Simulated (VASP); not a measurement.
```xyz
1
Lattice="0.0000 1.8971 1.8971 1.8971 0.0000 1.8971 1.8971 1.8971 0.0000" Properties=species:S:1:pos:R:3 pbc="T T T"
Pd     0.0000     0.0000     0.0000
```

The numbers are results of r2SCAN meta-GGA, VASP's PBE PAW potentials (set 64) (plane waves; VASP), not measurements. Settings: 480 eV cut-off, 14×14×14 Γ-centred mesh, first-order Methfessel-Paxton smearing of 0.10 eV, potentials Pd.

Q: Give the stress tensor in GPa (positive for a compressed cell).

A: 
```
22.48   0.00   0.00
 0.00  22.48   0.00
 0.00   0.00  22.48
```
The pressure is its mean diagonal, 22.48 GPa.

The compound is Pd in the fcc structure. This cell was strained or had an atom moved on purpose.
